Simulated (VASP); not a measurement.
These are PBEsol GGA, VASP's PBE PAW potentials (set 64) (plane waves; VASP) values and carry that method's errors.

VASP ran on this input.

POSCAR:
```
VGe2
8.1566730
 -0.1981828452   0.1981828452   0.5000000268
  0.1981828452  -0.1981828452   0.5000000268
  0.1981828452   0.1981828452  -0.5000000268
V Ge
1 2
direct
  0.0000000000   0.0000000000   0.0000000000
  0.3390402094   0.3390402094   0.0000000000
  0.6609597906   0.6609597906   1.0000000000
```

### INCAR
```
# general
SYSTEM  = VGe2
PREC    = Accurate
ENCUT   = 400
LREAL   = F
LASPH   = T
ICHARG  = 11

# electronic loop
EDIFF   = 1E-7
NELM    = 100
ALGO    = Normal
LMAXMIX = 4

# smearing
ISMEAR  = 0
SIGMA   = 0.05

# functional
GGA     = PS

# output
LWAVE   = F
LCHARG  = F
LORBIT  = 11
```

### KPOINTS
```
k-points along high-symmetry lines
10
Line-mode
Reciprocal
  0.000000   0.000000   0.000000 ! GAMMA
  0.000000   0.000000   0.500000 ! X

  0.000000   0.000000   0.500000 ! X
  0.250000   0.250000   0.250000 ! P

  0.250000   0.250000   0.250000 ! P
  0.000000   0.500000   0.000000 ! N

  0.000000   0.500000   0.000000 ! N
  0.000000   0.000000   0.000000 ! GAMMA

  0.000000   0.000000   0.000000 ! GAMMA
  0.500000   0.500000  -0.500000 ! M

  0.500000   0.500000  -0.500000 ! M
  0.291733   0.708267  -0.291733 ! S

 -0.291733   0.291733   0.291733 ! S_0
  0.000000   0.000000   0.000000 ! GAMMA

  0.000000   0.000000   0.500000 ! X
 -0.083466   0.083466   0.500000 ! R

  0.500000   0.500000  -0.083466 ! G
  0.500000   0.500000  -0.500000 ! M
```

POTCAR, in this order: V_sv Ge_d (PBE.64 set). Program: vasp_std. Read from the step before: CHGCAR.

What VASP printed:

### OUTCAR
```
 ion  position               nearest neighbor table
   1  0.000  0.000  0.000-   3 2.64   3 2.64   3 2.64   2 2.64   3 2.64   2 2.64   2 2.64   2 2.64
                             2 2.77   3 2.77
   2  0.339  0.339  0.000-   3 2.63   1 2.64   1 2.64   1 2.64   1 2.64   3 2.71   3 2.71   3 2.71
                             3 2.71   1 2.77
   3  0.661  0.661  0.000-   2 2.63   1 2.64   1 2.64   1 2.64   1 2.64   2 2.71   2 2.71   2 2.71
                             2 2.71   1 2.77
  LATTYP: Found a body centered tetragonal cell.
 ALAT       =     3.2330253244
 C/A-ratio  =     2.5229228415
 Subroutine PRICEL returns:
 Original cell was already a primitive cell.
 Subroutine GETGRP returns: Found 16 space group operations
The static configuration has the point symmetry D_4h.
The dynamic configuration has the point symmetry D_4h.
 Subroutine INISYM returns: Found 16 space group operations
   k-points           NKPTS =     90   k-points in BZ     NKDIM =     90   number of bands    NBANDS=     24
   number of dos      NEDOS =    301   number of ions     NIONS =      3
   total plane-waves  NPLWV =  27000
   dimension x,y,z NGX =    30 NGY =   30 NGZ =   30
   dimension x,y,z NGXF=    60 NGYF=   60 NGZF=   60
   ions per type =               1   2
   PREC   = accura    normal or accurate (medium, high low for compatibility)
   ISTART =      0    job   : 0-new  1-cont  2-samecut
   ICHARG =     11    charge: 1-file 2-atom 10-const
...
```

### OSZICAR
```
       N       E                     dE             d eps       ncg     rms          rms(c)
DAV:   1     0.289756942234E+03    0.28976E+03   -0.18593E+04  5032   0.390E+03
DAV:   2     0.143710428771E+02   -0.27539E+03   -0.27304E+03  4360   0.642E+02
DAV:   3    -0.185900326860E+02   -0.32961E+02   -0.32608E+02  5056   0.171E+02
DAV:   4    -0.195929996701E+02   -0.10030E+01   -0.10019E+01  4952   0.343E+01
DAV:   5    -0.196101747294E+02   -0.17175E-01   -0.17174E-01  5120   0.503E+00
DAV:   6    -0.196107191693E+02   -0.54444E-03   -0.54440E-03  5112   0.798E-01
DAV:   7    -0.196107438780E+02   -0.24709E-04   -0.24710E-04  5616   0.158E-01
DAV:   8    -0.196107447305E+02   -0.85248E-06   -0.85098E-06  5184   0.252E-02
DAV:   9    -0.196107447702E+02   -0.39756E-07   -0.41140E-07  4488   0.512E-03
   1 F= -.19610745E+02 E0= -.19609173E+02  d E =-.314379E-02
```

OUTCAR:
```
 val. band max:        9.5949050979   @ k =   0.5000   0.5000  -0.3612

 cond. band min:       9.6167153418   @ k =   0.0000   0.0000   0.1111



 k-point     1 :       0.0000    0.0000    0.0000
  band No.  band energies     occupation
      1     -54.3430      2.00000
      2     -28.3616      2.00000
      3     -28.2848      2.00000
      4     -28.2848      2.00000
      5     -14.8615      2.00000
      6     -14.8523      2.00000
      7     -14.8274      2.00000
      8     -14.8074      2.00000
      9     -14.8074      2.00000
     10     -14.7797      2.00000
     11     -14.7593      2.00000
     12     -14.7554      2.00000
     13     -14.7554      2.00000
     14     -14.7052      2.00000
     15      -4.1051      2.00000
     16       4.3229      2.00000
     17       4.9474      2.00000
     18       8.1997      2.00000
     19       8.1997      2.00000
     20       8.2227      2.00000
     21      10.3639      0.00000
     22      12.2201      0.00000
     23      12.6944      0.00000
     24      13.5848      0.00000

 k-point     2 :       0.0000    0.0000    0.0556
  band No.  band energies     occupation
      1     -54.3426      2.00000
      2     -28.3612      2.00000
      3     -28.2874      2.00000
      4     -28.2871      2.00000
      5     -14.8590      2.00000
      6     -14.8547      2.00000
      7     -14.8285      2.00000
      8     -14.8097      2.00000
      9     -14.8072      2.00000
     10     -14.7763      2.00000
     11     -14.7649      2.00000
     12     -14.7561      2.00000
     13     -14.7492      2.00000
     14     -14.7043      2.00000
     15      -4.0151      2.00000
     16       4.3953      2.00000
     17       4.8941      2.00000
     18       8.0080      2.00000
     19       8.2049      2.00000
     20       8.2567      2.00000
     21      10.1719      0.00000
     22      12.0221      0.00000
     23      12.1644      0.00000
     24      13.3475      0.00000

...
```

The density is held fixed in this step, so its total energy and stress have no physical meaning.

The structure was generated: VGe2 was put into the MoSi2 type (I4/mmm), which need not be its known phase. It was relaxed first, which changed the volume by +7 %. The run is not spin-polarised, so no magnetic state was tried. The electron count is odd and the run is not spin-polarised, which forces a metal.
